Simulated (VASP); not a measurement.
OSZICAR of a VASP run on CdS (relaxed from the wurtzite structure, space group P6_3mc):

File OSZICAR:
```
...
       N       E                     dE             d eps       ncg     rms          rms(c)
DAV:   1    -0.104955948627E+02    0.73749E-01   -0.11843E-01  1182   0.439E+00    0.561E-01
DAV:   2    -0.104903978963E+02    0.51970E-02   -0.13892E-02  1188   0.190E+00    0.277E-01
DAV:   3    -0.104899255243E+02    0.47237E-03   -0.13663E-03  1212   0.393E-01    0.222E-01
DAV:   4    -0.104898580858E+02    0.67438E-04   -0.18417E-04  1104   0.141E-01    0.356E-02
DAV:   5    -0.104898415729E+02    0.16513E-04   -0.93695E-05  1272   0.153E-01    0.225E-02
DAV:   6    -0.104898434323E+02   -0.18593E-05   -0.12333E-05  1164   0.279E-02    0.917E-03
DAV:   7    -0.104898433244E+02    0.10782E-06   -0.53580E-07   588   0.959E-03
   4 F= 0.90125346E+01 E0= 0.90125346E+01  d E =-.250043E+00
       N       E                     dE             d eps       ncg     rms          rms(c)
DAV:   1    -0.104629740880E+02    0.26869E-01   -0.13886E-02  1164   0.151E+00    0.190E-01
DAV:   2    -0.104623672448E+02    0.60684E-03   -0.16163E-03  1182   0.649E-01    0.954E-02
DAV:   3    -0.104623131297E+02    0.54115E-04   -0.15638E-04  1224   0.134E-01    0.771E-02
DAV:   4    -0.104623078019E+02    0.53278E-05   -0.21734E-05  1104   0.474E-02    0.121E-02
DAV:   5    -0.104623064546E+02    0.13473E-05   -0.11149E-05  1122   0.532E-02    0.763E-03
DAV:   6    -0.104623069306E+02   -0.47599E-06   -0.13780E-06   528   0.976E-03
   5 F= 0.90124949E+01 E0= 0.90124949E+01  d E =-.250082E+00
       N       E                     dE             d eps       ncg     rms          rms(c)
DAV:   1    -0.104670039433E+02   -0.46975E-02   -0.36313E+00  1062   0.143E+01    0.154E+00
DAV:   2    -0.104248217851E+02    0.42182E-01   -0.94400E-02  1278   0.320E+00    0.683E-01
DAV:   3    -0.104138565924E+02    0.10965E-01   -0.22905E-02  1146   0.117E+00    0.380E-01
DAV:   4    -0.104121240844E+02    0.17325E-02   -0.34082E-03  1272   0.532E-01    0.147E-01
DAV:   5    -0.104119299383E+02    0.19415E-03   -0.53402E-04  1212   0.271E-01    0.727E-02
DAV:   6    -0.104119275545E+02    0.23839E-05   -0.99382E-05  1176   0.116E-01    0.244E-02
DAV:   7    -0.104119275526E+02    0.18726E-08   -0.70779E-06  1212   0.275E-02
   6 F= 0.89886654E+01 E0= 0.89886654E+01  d E =-.238295E-01
       N       E                     dE             d eps       ncg     rms          rms(c)
DAV:   1    -0.107179808690E+02   -0.30605E+00   -0.32675E+01  1074   0.427E+01    0.455E+00
DAV:   2    -0.103317445818E+02    0.38624E+00   -0.87551E-01  1284   0.921E+00    0.204E+00
DAV:   3    -0.102348356670E+02    0.96909E-01   -0.21116E-01  1152   0.359E+00    0.111E+00
DAV:   4    -0.102209772103E+02    0.13858E-01   -0.28615E-02  1254   0.156E+00    0.474E-01
DAV:   5    -0.102190449016E+02    0.19323E-02   -0.47898E-03  1218   0.792E-01    0.229E-01
DAV:   6    -0.102190030486E+02    0.41853E-04   -0.92580E-04  1212   0.349E-01    0.715E-02
DAV:   7    -0.102190002605E+02    0.27882E-05   -0.65986E-05  1212   0.817E-02    0.333E-02
DAV:   8    -0.102190001714E+02    0.89045E-07   -0.71093E-06  1194   0.212E-02
   7 F= 0.89384463E+01 E0= 0.89384463E+01  d E =-.740486E-01
       N       E                     dE             d eps       ncg     rms          rms(c)
DAV:   1    -0.116140031827E+02   -0.13950E+01   -0.13147E+02  1062   0.851E+01    0.897E+00
DAV:   2    -0.100332142593E+02    0.15808E+01   -0.38068E+00  1296   0.176E+01    0.412E+00
DAV:   3    -0.966441364533E+01    0.36880E+00   -0.80799E-01  1188   0.713E+00    0.213E+00
DAV:   4    -0.961816498927E+01    0.46249E-01   -0.99428E-02  1218   0.293E+00    0.103E+00
DAV:   5    -0.961011124941E+01    0.80537E-02   -0.16173E-02  1266   0.135E+00    0.474E-01
DAV:   6    -0.960996183465E+01    0.14941E-03   -0.32949E-03  1206   0.636E-01    0.133E-01
DAV:   7    -0.960996063998E+01    0.11947E-05   -0.15394E-04  1272   0.112E-01    0.713E-02
DAV:   8    -0.960995990626E+01    0.73373E-06   -0.12305E-05  1224   0.297E-02    0.132E-02
DAV:   9    -0.960995908824E+01    0.81801E-06   -0.28369E-06  1054   0.180E-02
   8 F= 0.89738055E+01 E0= 0.89746007E+01  d E =-.386894E-01
       N       E                     dE             d eps       ncg     rms          rms(c)
DAV:   1    -0.110577078423E+02   -0.14477E+01   -0.64906E+01  1080   0.635E+01    0.750E+00
DAV:   2    -0.102912036594E+02    0.76650E+00   -0.18535E+00  1292   0.165E+01    0.281E+00
DAV:   3    -0.101186137834E+02    0.17259E+00   -0.32012E-01  1176   0.445E+00    0.173E+00
DAV:   4    -0.100783865617E+02    0.40227E-01   -0.56898E-02  1260   0.213E+00    0.565E-01
DAV:   5    -0.100760467507E+02    0.23398E-02   -0.76485E-03  1230   0.981E-01    0.228E-01
DAV:   6    -0.100760877525E+02   -0.41002E-04   -0.15068E-03  1188   0.461E-01    0.837E-02
DAV:   7    -0.100760774291E+02    0.10323E-04   -0.31953E-05  1272   0.566E-02    0.421E-02
DAV:   8    -0.100760770216E+02    0.40750E-06   -0.18124E-05  1224   0.335E-02    0.635E-03
DAV:   9    -0.100760768106E+02    0.21101E-06   -0.13905E-06   798   0.862E-03
   9 F= 0.89224626E+01 E0= 0.89226209E+01  d E =-.900324E-01
       N       E                     dE             d eps       ncg     rms          rms(c)
DAV:   1    -0.100561525219E+02    0.19924E-01   -0.88048E-01  1056   0.661E+00    0.471E-01
DAV:   2    -0.100532247501E+02    0.29278E-02   -0.13795E-02  1324   0.114E+00    0.216E-01
DAV:   3    -0.100524694687E+02    0.75528E-03   -0.15268E-03  1182   0.349E-01    0.118E-01
DAV:   4    -0.100523451352E+02    0.12433E-03   -0.18822E-04  1260   0.137E-01    0.490E-02
DAV:   5    -0.100523340965E+02    0.11039E-04   -0.34048E-05  1236   0.653E-02    0.160E-02
DAV:   6    -0.100523347811E+02   -0.68456E-06   -0.48558E-06  1128   0.241E-02
  10 F= 0.89134749E+01 E0= 0.89136702E+01  d E =-.898767E-02
       N       E                     dE             d eps       ncg     rms          rms(c)
DAV:   1    -0.100017093204E+02    0.50625E-01   -0.68304E+00  1056   0.183E+01    0.132E+00
DAV:   2    -0.997889368627E+01    0.22816E-01   -0.10848E-01  1330   0.313E+00    0.602E-01
DAV:   3    -0.997312749326E+01    0.57662E-02   -0.11731E-02  1164   0.972E-01    0.333E-01
DAV:   4    -0.997212159150E+01    0.10059E-02   -0.14365E-03  1260   0.377E-01    0.140E-01
DAV:   5    -0.997201696987E+01    0.10462E-03   -0.26948E-04  1242   0.181E-01    0.453E-02
DAV:   6    -0.997202014675E+01   -0.31769E-05   -0.38040E-05  1176   0.652E-02    0.217E-02
DAV:   7    -0.997202012992E+01    0.16829E-07   -0.12251E-06   750   0.112E-02
  11 F= 0.89016902E+01 E0= 0.89018348E+01  d E =-.207724E-01
       N       E                     dE             d eps       ncg     rms          rms(c)
DAV:   1    -0.996792135984E+01    0.40988E-02   -0.13886E-02  1056   0.834E-01    0.601E-02
DAV:   2    -0.996787339549E+01    0.47964E-04   -0.22038E-04  1324   0.148E-01    0.266E-02
DAV:   3    -0.996786151066E+01    0.11885E-04   -0.23792E-05  1176   0.439E-02    0.148E-02
DAV:   4    -0.996785991867E+01    0.15920E-05   -0.29969E-06  1016   0.175E-02    0.594E-03
DAV:   5    -0.996785986893E+01    0.49735E-07   -0.65931E-07   564   0.921E-03
  12 F= 0.89016648E+01 E0= 0.89018092E+01  d E =-.207978E-01
       N       E                     dE             d eps       ncg     rms          rms(c)
DAV:   1    -0.995287938561E+01    0.14981E-01   -0.17386E-02  1146   0.125E+00    0.148E-01
DAV:   2    -0.995256196955E+01    0.31742E-03   -0.96804E-04  1242   0.426E-01    0.897E-02
DAV:   3    -0.995250996030E+01    0.52009E-04   -0.10137E-04  1244   0.870E-02    0.627E-02
DAV:   4    -0.995249351659E+01    0.16444E-04   -0.24219E-05  1194   0.476E-02    0.925E-03
DAV:   5    -0.995249276876E+01    0.74782E-06   -0.50770E-06  1134   0.300E-02
  13 F= 0.89013068E+01 E0= 0.89014526E+01  d E =-.358043E-03
       N       E                     dE             d eps       ncg     rms          rms(c)
DAV:   1    -0.993631425229E+01    0.16179E-01   -0.19827E-02  1146   0.134E+00    0.158E-01
DAV:   2    -0.993595028247E+01    0.36397E-03   -0.11017E-03  1242   0.455E-01    0.960E-02
DAV:   3    -0.993589051067E+01    0.59772E-04   -0.11613E-04  1244   0.931E-02    0.672E-02
DAV:   4    -0.993587145406E+01    0.19057E-04   -0.27693E-05  1200   0.509E-02    0.101E-02
DAV:   5    -0.993587057436E+01    0.87970E-06   -0.58626E-06  1158   0.323E-02
  14 F= 0.89011276E+01 E0= 0.89012783E+01  d E =-.537232E-03
       N       E                     dE             d eps       ncg     rms          rms(c)
DAV:   1    -0.993023264306E+01    0.56388E-02   -0.22897E-03  1158   0.455E-01    0.535E-02
DAV:   2    -0.993018980809E+01    0.42835E-04   -0.12581E-04  1248   0.153E-01    0.326E-02
DAV:   3    -0.993018312533E+01    0.66828E-05   -0.13493E-05  1250   0.317E-02    0.229E-02
DAV:   4    -0.993018158721E+01    0.15381E-05   -0.32231E-06  1120   0.174E-02    0.356E-03
DAV:   5    -0.993018156988E+01    0.17335E-07   -0.64064E-07   558   0.111E-02
  15 F= 0.89011140E+01 E0= 0.89012676E+01  d E =-.550782E-03
       N       E                     dE             d eps       ncg     rms          rms(c)
DAV:   1    -0.993524135382E+01   -0.50598E-02   -0.23081E-03  1086   0.416E-01    0.568E-02
DAV:   2    -0.993520474667E+01    0.36607E-04   -0.12777E-04  1266   0.143E-01    0.229E-02
DAV:   3    -0.993519778611E+01    0.69606E-05   -0.14555E-05  1176   0.320E-02    0.161E-02
DAV:   4    -0.993519557853E+01    0.22076E-05   -0.28280E-06  1074   0.140E-02    0.356E-03
DAV:   5    -0.993519523032E+01    0.34821E-06   -0.35187E-07   534   0.842E-03
  16 F= 0.89010647E+01 E0= 0.89012217E+01  d E =-.492755E-04
```

Task: Which electronic solver shows in the log?

Result: It is blocked Davidson (ALGO = Normal, or the opening steps of other solvers). The INCAR had ALGO = Normal.

Task: Can the final energy be trusted as converged?

Result: Self-consistency was reached. It stopped with EDIFF = 1E-6, NELM = 100, NSW = 40 and EDIFFG = -0.02 after 16 ionic steps (PBEsol GGA, plane waves, VASP's PBE PAW potentials (set 64)). Energy and stress use the plane-wave basis of the starting cell.

The structure was generated: CdS was put into the wurtzite type (P6_3mc), which need not be its known phase. This run relaxes it under an external pressure of 45 GPa. Symmetry was kept, so distortions that lower it aren't found. The k-mesh is coarse (spacing up to 0.31 per Å, 2π included), so the numbers may not be converged in it.
